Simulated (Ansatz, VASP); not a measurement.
# Na2WO4: VASP beside Ansatz, part 2 of 3

Aim: how closely do two programs agree when they are given the same cell, functional and k mesh? Of the first pair: The cell is taken from a series of runs on this material, whose earlier steps may have relaxed, scaled, displaced or heated it; both programs get it as it stands.

VASP 6.6.1 and Ansatz 0.2.0.

So far: Set-up; VASP: relaxation of cell and atoms, PBEsol, pair 1.

### 3. Ansatz: relaxation of cell and atoms, PBEsol, pair 1

Level of this step: Ansatz beside VASP: Kohn-Sham DFT, plane waves, PBEsol (Ansatz).

Ansatz runs on its PAW soft_1 files.

The same cell, functional, mesh and smearing now go to Ansatz, which takes its cutoff from its data sets.

Contents of input.yaml:

```yaml
crystal:
  lattice:
    - [0.0, 4.56487, 4.56487]
    - [4.56487, 0.0, 4.56487]
    - [4.56487, 4.56487, 0.0]
  atoms:
    - { symbol: Na, position: [0.625, 0.625, 0.625] }
    - { symbol: Na, position: [0.125, 0.625, 0.625] }
    - { symbol: Na, position: [0.625, 0.625, 0.125] }
    - { symbol: Na, position: [0.625, 0.125, 0.625] }
    - { symbol: W, position: [0.0, 0.0, 0.0] }
    - { symbol: W, position: [0.25, 0.25, 0.25] }
    - { symbol: O, position: [0.887246, 0.887246, 0.887246] }
    - { symbol: O, position: [0.911738, 0.362754, 0.362754] }
    - { symbol: O, position: [0.887246, 0.887246, 0.338262] }
    - { symbol: O, position: [0.362754, 0.911738, 0.362754] }
    - { symbol: O, position: [0.338262, 0.887246, 0.887246] }
    - { symbol: O, position: [0.362754, 0.362754, 0.362754] }
    - { symbol: O, position: [0.887246, 0.338262, 0.887246] }
    - { symbol: O, position: [0.362754, 0.362754, 0.911738] }
kpoints:
  mp_grid: { grid: [4, 4, 4] }
hamiltonian:
  xc: pbesol
  pseudopotentials: { kind: paw, azcp: { folder: soft_1 }, xc_functional: pbe }
scf:
  occupations: { method: gaussian, width: 0.02 }
output:
  forces: true
  stress: true
  eigenvalues: true
relax:
  adjacent_minimum: "off"
  f_tol: 0.005
  max_steps: 80
  cell: { stress_tol: 0.05 }
```

The run is started by

```
> ansatz run input.yaml --threads 16 --pin off --max-ram 61440MiB --backend cuda --events-out ev --progress --plain --runs-dir out
```

Numbers of over 12 decimals in the logs are rounded to 6 here.

Output:

```text
Engine: ansatz 0.2.0, aarch64-unknown-linux-gnu
Pseudopotentials: kind: paw
Pseudopotential: Na, paw, valence charge 9, recommended cutoff 420 eV (normal), soft_1/Na.paw.azcp
Pseudopotential: W, paw, valence charge 14, recommended cutoff 420 eV (normal), soft_1/W.paw.azcp
Pseudopotential: O, paw, valence charge 6, recommended cutoff 420 eV (normal), soft_1/O.paw.azcp
Functional definition: PBEsol
  exchange = pbesol_x
  correlation = pbesol_c
[...]
Crystal: 14 atoms, lattice volume = 190.246 Å³
Basis set: ecut = 420 eV, 3719 PW (Γ), exchange–correlation on 90×90×90 points (8 copies of the dense FFT grid, shifted against one another)
Bands: 70, of which v1, the nominal top of the filled ones, is band 56 counted from 1 (55 counted from 0)
Symmetry: 48 space group operations
Space group: Fd-3m (ITA 227), of the structure as read, at distance tolerance 5.8e-5 Å
k-points: 8 of 64
Non-local potential: Na, projectors of the file, l = 0: 3, l = 1: 2, l = 2: 1
Non-local potential: W, projectors of the file, l = 0: 3, l = 1: 2, l = 2: 2, l = 3: 1
Non-local potential: O, projectors of the file, l = 0: 2, l = 1: 2, l = 2: 1
PAW form: soft (Blöchl's): semilocal exchange-correlation on the pseudo side does not see the compensation charge
PAW frozen core: Na, regenerated for the run's functional, and the local potential with it (the file was generated under x = pbe(κ = 0.804, μ = 0.219515), c = pbe(β = 0.066725))
PAW frozen core: W, regenerated for the run's functional, and the local potential with it (the file was generated under x = pbe(κ = 0.804, μ = 0.219515), c = pbe(β = 0.066725))
PAW frozen core: O, regenerated for the run's functional, and the local potential with it (the file was generated under x = pbe(κ = 0.804, μ = 0.219515), c = pbe(β = 0.066725))
PAW one-centre angular grid: Na, 110 points (default); XC on 64 Gauss nodes
PAW one-centre angular grid: W, 590 points (default); XC on 64 Gauss nodes
PAW one-centre angular grid: O, 110 points (default); XC on 64 Gauss nodes
Initial density: superposition of atomic densities (chi_scale 0.1, normalization cell, long waves kept (reshape's long-wave potential 0.16 eV rms))
Initial wavefunctions: pseudopotential atomic-orbital guess
[...]
Functional: x = pbesol(κ = 0.804, μ = 0.123457), c = pbesol(β = 0.046)
SCF iter   1: F=—  HF=-30925.286545 eV  |F-HF|=—  |Δ(HF+E_count)|=         —  Δρ=1.04e-1  dr2=3.35e1  ethr=3.10e-3  ⟨swp⟩=6.0  Hψ=1854  notcnv=0  defer=23
preconditioner: auto → Resta (q_TF=auto, 2.498 Å⁻¹)  ε∞=3.8  [insulator: Δε(μ)=4.744 eV  Ē_g=12.969 eV  σ=0.020 eV  W_gap=1.00  n_scr=58 (ndim 8)  ℏωp=21.5 eV  f_vac=0.000  D(μ)=0.00/eV (n_scr^D=0)  ε∞_Penn≈3.8]
SCF iter   2: F=—  HF=-30917.002258 eV  |F-HF|=—  |Δ(HF+E_count)|=    8.28e0  Δρ=5.09e-2  dr2=4.32e0  ethr=3.10e-3  ⟨swp⟩=3.0  Hψ=1196  notcnv=0  defer=54
[...]
SCF iter   9: F=-30915.385083 eV  HF=-30915.385083 eV  |F-HF|=3.14e-9  |Δ(HF+E_count)|=   1.00e-7  Δρ=2.46e-6  dr2=1.50e-8  ethr=8.93e-11  ⟨swp⟩=12.0  Hψ=2510  notcnv=0
SCF 1 converged in 9 iterations: F = -30915.385083 eV  dr2 = 1.50e-8
  greatest PAW one-centre occupation: 1.000 electrons in one spin orbital (limit 2), on the W atom at site 5 (counted from 0), in its partial waves of l = 0
relax step   1: F+E_penalty+E_count = -30915.38508317 eV  Δ(F+E_penalty+E_count) = +0.000e0 eV  max|allowed force component| = 1.387e-1 eV/Å  Δτ_max = 0.0000 Å  P = +0.458 GPa  Ω = 190.246 Å³  (9 SCF iters, dr2 threshold 1.00e-7 eV, accepted)
[...]
relax step   2: F+E_penalty+E_count = -30915.39137551 eV  Δ(F+E_penalty+E_count) = -6.292e-3 eV  max|allowed force component| = 7.985e-3 eV/Å  Δτ_max = 0.0057 Å  P = -0.184 GPa  Ω = 189.786 Å³  energy of the carried Pulay correction = +9.146e-4 eV  (5 SCF iters, dr2 threshold 1.20e-6 eV, accepted)
[...]
relax step   3: F+E_penalty+E_count = -30915.39333159 eV  Δ(F+E_penalty+E_count) = -1.956e-3 eV  max|allowed force component| = 7.293e-4 eV/Å  Δτ_max = 0.0022 Å  P = -0.020 GPa  Ω = 189.085 Å³  energy of the carried Pulay correction = +2.314e-3 eV  (6 SCF iters, dr2 threshold 8.45e-8 eV, accepted)
[...]
relax step   4: F+E_penalty+E_count = -30915.39122350 eV  Δ(F+E_penalty+E_count) = +2.108e-3 eV  max|allowed force component| = 7.253e-4 eV/Å  Δτ_max = 0.0000 Å  P = -0.041 GPa  Ω = 189.085 Å³  stress off target by 4.11e-2 GPa  SCF on the basis re-selected at this cell (its energy is not comparable with the rows above)  (5 SCF iters)
[...]
SCF converged after 5 iterations
[...]
atom  11  O      0.00072531    -0.00072531    -0.00072531
  atom  12  O     -0.00072531    -0.00072531    -0.00072531
  atom  13  O     -0.00072531     0.00072531    -0.00072531
  atom  14  O      0.00072531     0.00072531    -0.00072531
  max |Σ_I F_I| component: 9.87e-18 eV/Å
--- Stress (GPa, compression-positive) ---
       -0.041083      -0.000000      -0.000000
       -0.000000      -0.041083      -0.000000
       -0.000000      -0.000000      -0.041083
  P = ⅓ Tr σ = -0.0411 GPa (-0.411 kbar)
--- Band table (eV; the first three rows and the last of 8) ---
  k-point 0: bands = [... 52 lower, 4.1320, 4.2593, 4.2593, 4.2593, 9.2341, 9.5310, 9.5310, 9.6643, ... 1 higher]
  k-point 1: bands = [... 52 lower, 4.0687, 4.1953, 4.1953, 4.2116, 9.5594, 9.5594, 9.7141, 9.7141, ... 1 higher]
  k-point 2: bands = [... 52 lower, 4.0812, 4.1175, 4.1175, 4.1464, 9.5856, 9.5856, 9.7654, 9.7654, ... 1 higher]
  k-point 7: bands = [... 52 lower, 4.0236, 4.0236, 4.0279, 4.0279, 9.5644, 9.5644, 9.7716, 9.7716, ... 1 higher]
--- Relaxed structure (3 steps of the walk, 3 accepted, 1 SCFs on fresh bases) ---
  F+E_penalty+E_count = -30915.39122350 eV   max|allowed force component| = 7.253e-4 eV/Å   (the final SCF, on the basis selected at the relaxed cell)
  cell:  # Å, volume = 189.0848 Å³
    - [0, 4.555565, 4.555565]
    - [4.555565, 0, 4.555565]
    - [4.555565, 4.555565, 0]
  atoms:
    - { symbol: Na, position: [0.625, 0.625, 0.625] }
    - { symbol: Na, position: [0.125000, 0.625, 0.625] }
    - { symbol: Na, position: [0.625, 0.625, 0.125000] }
    - { symbol: Na, position: [0.625, 0.125000, 0.625] }
    - { symbol: W, position: [0, 0, 0] }
    - { symbol: W, position: [0.25, 0.25, 0.25] }
    - { symbol: O, position: [0.886747, 0.886747, 0.886747] }
    - { symbol: O, position: [0.910241, 0.363253, 0.363253] }
    - { symbol: O, position: [0.886747, 0.886747, 0.339759] }
    - { symbol: O, position: [0.363253, 0.910241, 0.363253] }
    - { symbol: O, position: [0.339759, 0.886747, 0.886747] }
    - { symbol: O, position: [0.363253, 0.363253, 0.363253] }
    - { symbol: O, position: [0.886747, 0.339759, 0.886747] }
    - { symbol: O, position: [0.363253, 0.363253, 0.910241] }
```

### 4. Comparison

Known differences besides the potentials themselves: the data sets hold 112 valence electrons in Ansatz (on its PAW soft_1 files) and 88 in VASP; the cutoff is 420 eV in Ansatz and 600 eV in VASP; Ansatz makes its cores anew for this functional, VASP keeps those of its PBE data sets; Ansatz adds a Pulay correction to the stress that steers its cell, VASP none. Total energies have different zeros and are not compared.

The two programs side by side:

| quantity | Ansatz | VASP | difference |
| --- | --- | --- | --- |
| volume (Å³) | 189.08 | 189.34 | -0.13 % |
| edge a after relaxation, in the typed setting (Å) | 6.442 | 6.445 | -0.04 % |

### 5. Ansatz: relaxation of cell and atoms, PBEsol, pair 2

The relaxed volume is the usual yardstick between codes: in a stiff, nearly cubic crystal its relative difference is about their pressure difference at one cell divided by the bulk modulus.

The cell is taken from a series of runs on this material, whose earlier steps may have relaxed, scaled, displaced or heated it; both programs get it as it stands.

Contents of input.yaml:

```yaml
crystal:
  lattice:
    - [0.0, 4.5555647008, 4.5555647008]
    - [4.5555647008, 0.0, 4.5555647008]
    - [4.5555647008, 4.5555647008, 0.0]
  atoms:
    - { symbol: Na, position: [0.625, 0.625, 0.625] }
    - { symbol: Na, position: [0.125, 0.625, 0.625] }
    - { symbol: Na, position: [0.625, 0.625, 0.125] }
    - { symbol: Na, position: [0.625, 0.125, 0.625] }
    - { symbol: W, position: [0.0, 0.0, 0.0] }
    - { symbol: W, position: [0.25, 0.25, 0.25] }
    - { symbol: O, position: [0.8867470427, 0.8867470427, 0.8867470427] }
    - { symbol: O, position: [0.9102411281, 0.3632529573, 0.3632529573] }
    - { symbol: O, position: [0.8867470427, 0.8867470427, 0.3397588719] }
    - { symbol: O, position: [0.3632529573, 0.9102411281, 0.3632529573] }
    - { symbol: O, position: [0.3397588719, 0.8867470427, 0.8867470427] }
    - { symbol: O, position: [0.3632529573, 0.3632529573, 0.3632529573] }
    - { symbol: O, position: [0.8867470427, 0.3397588719, 0.8867470427] }
    - { symbol: O, position: [0.3632529573, 0.3632529573, 0.9102411281] }
kpoints:
  mp_grid: { grid: [4, 4, 4] }
hamiltonian:
  xc: pbesol
  pseudopotentials: { kind: paw, azcp: { folder: soft_1 }, xc_functional: pbe }
scf:
  occupations: { method: fixed }
output:
  forces: true
  stress: true
  eigenvalues: true
relax:
  adjacent_minimum: "off"
  f_tol: 0.001
  max_steps: 60
  cell: { stress_tol: 0.01 }
```

Output:

```text
[...]
Crystal: 14 atoms, lattice volume = 189.085 Å³
Basis set: ecut = 420 eV, 3695 PW (Γ), exchange–correlation on 90×90×90 points (8 copies of the dense FFT grid, shifted against one another)
Bands: 70, of which v1, the nominal top of the filled ones, is band 56 counted from 1 (55 counted from 0)
Symmetry: 48 space group operations
[...]
k-points: 8 of 64
[...]
- { symbol: W, position: [0, 0, 0] }
    - { symbol: W, position: [0.25, 0.25, 0.25] }
    - { symbol: O, position: [0.886728, 0.886728, 0.886728] }
    - { symbol: O, position: [0.910185, 0.363272, 0.363272] }
    - { symbol: O, position: [0.886728, 0.886728, 0.339815] }
    - { symbol: O, position: [0.363272, 0.910185, 0.363272] }
    - { symbol: O, position: [0.339815, 0.886728, 0.886728] }
    - { symbol: O, position: [0.363272, 0.363272, 0.363272] }
    - { symbol: O, position: [0.886728, 0.339815, 0.886728] }
    - { symbol: O, position: [0.363272, 0.363272, 0.910185] }
[key lines of the parts left out:]
SCF converged after 6 iterations
P = ⅓ Tr σ = -0.0021 GPa (-0.021 kbar)
```

### 6. VASP: relaxation of cell and atoms, PBEsol, pair 2

The same cell, functional and mesh now go to VASP, with its own data sets.

Contents of INCAR:

```
SYSTEM = Na2WO4
PREC = Accurate
ENCUT = 600
EDIFF = 1E-07
NELM = 120
ISMEAR = 0
SIGMA = 0.01
LREAL = .FALSE.
ALGO = Normal
GGA = PS
NBANDS = 58
LASPH = .TRUE.
LORBIT = 11
LWAVE = .FALSE.
LCHARG = .FALSE.
ISIF = 3
IBRION = 2
NSW = 80
EDIFFG = -0.005
GGA_COMPAT = .FALSE.
NELMIN = 4
EFERMI = MIDGAP
KPAR = 4
```

Contents of POSCAR:

```
Na2WO4
1.0
    0.0000000000      4.5555650000      4.5555650000
    4.5555650000      0.0000000000      4.5555650000
    4.5555650000      4.5555650000      0.0000000000
Na W O
4 2 8
Direct
    0.6249999725      0.6249999725      0.6249998628
    0.1249999725      0.6249999725      0.6249998628
    0.6249999725      0.6249999725      0.1249998628
    0.6249999725      0.1249999725      0.6249998628
    0.9999999726      0.9999999726      0.9999998628
    0.2499999725      0.2499999725      0.2499998628
    0.8867470061      0.8867470061      0.8867468963
    0.9102410733      0.3632529390      0.3632528292
    0.8867470061      0.8867470061      0.3397587620
    0.3632529390      0.9102410733      0.3632528292
    0.3397588718      0.8867470061      0.8867468963
    0.3632529390      0.3632529390      0.3632528292
    0.8867470061      0.3397588718      0.8867468963
    0.3632529390      0.3632529390      0.9102409635
```

Contents of KPOINTS:

```
Automatic mesh
0
Gamma
4 4 4
0 0 0
```

Potentials, in the order of the species: Na_pv, W and O (PBE family, release 64).

The run is started by

```
> mpirun -np 4 vasp_std
```

Output:

```text
[banner, memory and clock lines left out]
running    4 mpi-ranks, on    1 nodes
[...]
[... a notice as in an earlier step ...]

 LDA part: xc-table for (Slater+PW92), standard interpolation
 POSCAR, INCAR and KPOINTS ok, starting setup
[...]
entering main loop
       N       E                     dE             d eps       ncg     rms          rms(c)
DAV:   1     0.111739125416E+04    0.11174E+04   -0.46303E+04   928   0.187E+03
DAV:   2     0.797782663158E+02   -0.10376E+04   -0.98116E+03   976   0.511E+02
DAV:   3    -0.114279755032E+03   -0.19406E+03   -0.18894E+03  1056   0.215E+02
DAV:   4    -0.125650577750E+03   -0.11371E+02   -0.11207E+02  1112   0.565E+01
[...]
DAV:  18    -0.104613588754E+03    0.28447E-05   -0.74871E-06  1132   0.111E-02    0.626E-02
DAV:  19    -0.104613588410E+03    0.34370E-06   -0.12283E-06  1262   0.481E-03    0.258E-02
DAV:  20    -0.104613588350E+03    0.59543E-07   -0.26289E-07   872   0.234E-03
   1 F= -.10461359E+03 E0= -.10461359E+03  d E =-.104614E+03
[... from here on, the cycles between the ionic steps are left out ...]
   2 F= -.10450813E+03 E0= -.10450813E+03  d E =0.105457E+00
   3 F= -.10462954E+03 E0= -.10462954E+03  d E =-.159484E-01
   4 F= -.10462954E+03 E0= -.10462954E+03  d E =-.159491E-01
   5 F= -.10462987E+03 E0= -.10462987E+03  d E =-.333503E-03
   6 F= -.10463008E+03 E0= -.10463008E+03  d E =-.542337E-03
[...]
reached required accuracy - stopping structural energy minimisation
```

From OUTCAR (step 6):

```text
  Total        0.0332087      0.0332087      0.0332087     -0.0000000      0.0000000     -0.0000000
  in kB        0.2811944      0.2811944      0.2811944     -0.0000000      0.0000000     -0.0000000
  external PRESSURE =       0.2811944 kB  Pullay stress =       0.0000000 kB

 POSITION                                       TOTAL-FORCE (eV/Angst)
 -----------------------------------------------------------------------------------
      5.69576      5.69576      5.69576        -0.000000     -0.000000     -0.000000
      5.69576      3.41746      3.41746        -0.000000     -0.000000     -0.000000
      3.41746      3.41746      5.69576        -0.000000     -0.000000     -0.000000
      3.41746      5.69576      3.41746        -0.000000     -0.000000     -0.000000
      9.11322      9.11322      9.11322        -0.000000     -0.000000     -0.000000
      2.27830      2.27830      2.27830        -0.000000     -0.000000     -0.000000
      8.07617      8.07617      8.07617        -0.001579     -0.001579     -0.001579
      3.31535      5.79786      5.79787         0.001579     -0.001579     -0.001579
      5.59366      5.59366      8.07617         0.001579      0.001579     -0.001579
      5.79786      3.31535      5.79787        -0.001579      0.001579     -0.001579
      8.07617      5.59366      5.59366        -0.001579      0.001579      0.001579
      3.31535      3.31535      3.31535         0.001579      0.001579      0.001579
      5.59366      8.07617      5.59366         0.001579     -0.001579      0.001579
      5.79786      5.79786      3.31535        -0.001579     -0.001579      0.001579
 -----------------------------------------------------------------------------------
    total drift:                                0.003803      0.003803      0.000388

  FREE ENERGIE OF THE ION-ELECTRON SYSTEM (eV)
  ---------------------------------------------------
  free  energy   TOTEN  =      -104.6300797980 eV

  energy  without entropy=     -104.6300797980  energy(sigma->0) =     -104.63007980

[... 2 parts as in an earlier step ...]

[... 2 further parts left out ...]
[key lines of the parts left out:]
E-fermi :   2.2986
```

### 7. Side by side

What differs besides the data sets and the points named for the pairs above, as far as they apply: fixed occupations in Ansatz, narrow Gaussian smearing in VASP; the data sets hold 112 valence electrons in Ansatz (on its PAW soft_1 files) and 88 in VASP. Total energies have different zeros and are not compared.

Compared:

| quantity | Ansatz | VASP | difference |
| --- | --- | --- | --- |
| volume (Å³) | 188.97 | 189.21 | -0.13 % |
| edge a after relaxation, in the typed setting (Å) | 6.441 | 6.444 | -0.04 % |

### 8. Ansatz: relaxation of cell and atoms, LDA

The relaxed volume is the usual yardstick between codes: in a stiff, nearly cubic crystal its relative difference is about their pressure difference at one cell divided by the bulk modulus.

The two relaxations start from unlike cells of this crystal, so only their ends are compared.

Contents of input.yaml:

```yaml
crystal:
  lattice:
    - [0.0, 4.5546194265, 4.5546194265]
    - [4.5546194265, 0.0, 4.5546194265]
    - [4.5546194265, 4.5546194265, 0.0]
  atoms:
    - { symbol: Na, position: [0.625, 0.625, 0.625] }
    - { symbol: Na, position: [0.125, 0.625, 0.625] }
    - { symbol: Na, position: [0.625, 0.625, 0.125] }
    - { symbol: Na, position: [0.625, 0.125, 0.625] }
    - { symbol: W, position: [0.0, 0.0, 0.0] }
    - { symbol: W, position: [0.25, 0.25, 0.25] }
    - { symbol: O, position: [0.8867284358, 0.8867284358, 0.8867284358] }
    - { symbol: O, position: [0.9101853073, 0.3632715642, 0.3632715642] }
    - { symbol: O, position: [0.8867284358, 0.8867284358, 0.3398146927] }
    - { symbol: O, position: [0.3632715642, 0.9101853073, 0.3632715642] }
    - { symbol: O, position: [0.3398146927, 0.8867284358, 0.8867284358] }
    - { symbol: O, position: [0.3632715642, 0.3632715642, 0.3632715642] }
    - { symbol: O, position: [0.8867284358, 0.3398146927, 0.8867284358] }
    - { symbol: O, position: [0.3632715642, 0.3632715642, 0.9101853073] }
kpoints:
  mp_grid: { grid: [4, 4, 4] }
hamiltonian:
  xc: lda
  pseudopotentials: { kind: paw, azcp: { folder: soft_1 }, xc_functional: pbe }
scf:
  occupations: { method: fixed }
output:
  forces: true
  stress: true
  eigenvalues: true
relax:
  adjacent_minimum: "off"
  f_tol: 0.001
  max_steps: 60
  cell: { stress_tol: 0.01 }
```

The run is started by

```
> ansatz run input.yaml --threads 16 --pin off --max-ram 61440MiB --backend cuda --events-out ev --progress --plain --runs-dir out
```

Output:

```text
[...]
Crystal: 14 atoms, lattice volume = 188.967 Å³
Basis set: ecut = 420 eV, 3695 PW (Γ)
Bands: 70, of which v1, the nominal top of the filled ones, is band 56 counted from 1 (55 counted from 0)
Symmetry: 48 space group operations
[...]
k-points: 8 of 64
[...]
- { symbol: Na, position: [0.625000, 0.125000, 0.625000] }
    - { symbol: W, position: [0, 0, 0] }
    - { symbol: W, position: [0.25, 0.25, 0.25] }
    - { symbol: O, position: [0.885087, 0.885087, 0.885087] }
    - { symbol: O, position: [0.905262, 0.364913, 0.364913] }
    - { symbol: O, position: [0.885087, 0.885087, 0.344738] }
    - { symbol: O, position: [0.364913, 0.905262, 0.364913] }
    - { symbol: O, position: [0.344738, 0.885087, 0.885087] }
    - { symbol: O, position: [0.364913, 0.364913, 0.364913] }
    - { symbol: O, position: [0.885087, 0.344738, 0.885087] }
    - { symbol: O, position: [0.364913, 0.364913, 0.905262] }
[key lines of the parts left out:]
P = ⅓ Tr σ = -0.0059 GPa (-0.059 kbar)
```

[end of part 2 of 3]

[Lines on the potential files, build, host, timing and source positions are cut from VASP's logs without a mark.]

[Logs are printed without paths, hosts, clocks, repeated set-up lines and the standing remarks that a program may print on its own settings, such as how far it seeks lower states.]

[Hosts, paths, dates, database ids (printed as entryN), source tags and the programs' standing remarks are cut or masked in the printed files.]
